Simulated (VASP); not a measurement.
Crystal: TbO.

```
Tb O
1.0
     2.78384    0.00000    0.00000
     0.00000    2.78384    0.00000
     0.00000    0.00000    2.78384
Tb O
1 1
Direct
  0.00000 0.00000 0.00000
  0.50000 0.50000 0.50000
```

The cell comes from a database or a generator and needn't be the stable form of this composition.

Base run:

- Program: VASP 6.6.1
- Functional: r2SCAN
- Potentials or basis: VASP PAW PBE potentials, release 64 (Tb, O)
- Cutoff: 520 eV
- k mesh: 7 × 7 × 7
- Occupations: gaussian, width 0.05 eV
- Spin: no spin polarisation
- Hubbard terms: Tb f U = 3 eV

Its results: band gap on the k mesh none (metal or under the smearing width); pressure 38.5 GPa.

The run is repeated on the same cell with these changes: spin from no spin polarisation to collinear spin, random start; further incar settings from ALGO = Normal; EDIFF = 1e-07 to ALGO = Normal; EDIFF = 1e-07; NBANDS = 24. What comes out?

Band gap on the k mesh none (metal or under the smearing width); pressure 42.4 GPa; net moment -6.22 μB per cell; site moments Tb -5.99; O +0.01 μB.

Caveats: a pressure of tens of GPa on the cell as given is suspect, and the run, the potentials or the cell itself is likely at fault; the PAW data sets were made with another functional, which shifts forces and pressure a little; an odd number of electrons without spin polarisation forces a metal (some runs); a magnetic or distorted state may lie lower (some runs); U without spin polarisation on a metal has little footing (some runs); the magnetic or orbital state may not be the lowest (some runs); spin-orbit coupling is left out, which moves the levels of the heavy elements (some runs).
